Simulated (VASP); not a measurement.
Data:

```xyz
4
Lattice="2.9911 0.0000 0.0000 -1.4956 2.5904 0.0000 0.0000 0.0000 26.2721" Properties=species:S:1:pos:R:3 pbc="T T T"
Cd     1.4956     0.8635    11.7544
Cd     0.0000     1.7269     8.8971
Cd     1.4956     0.8635    17.3750
Cd     0.0000     1.7269    14.5176
```

The numbers are results of r2SCAN meta-GGA, VASP's PBE PAW potentials (set 64) (plane waves; VASP), not measurements. Run with PREC = Normal, 400 eV cut-off, 11×11×1 Γ-centred mesh, first-order Methfessel-Paxton smearing of 0.10 eV, potentials Cd.

Task: What does the run give for the energy per atom (σ→0), band gap (on the k-mesh) with the smallest direct gap where there is one?

Result: 
```json
{
 "band gap (on the k-mesh)": "none (metal, semimetal or under 0.01 eV)",
 "energy per atom (σ→0)": "-1932.5 kJ/mol of atoms"
}
```

Only differences to runs with the same potentials and settings are physical.

The cell is a thin slab with vacuum, built from Cd (hcp): (001) face.
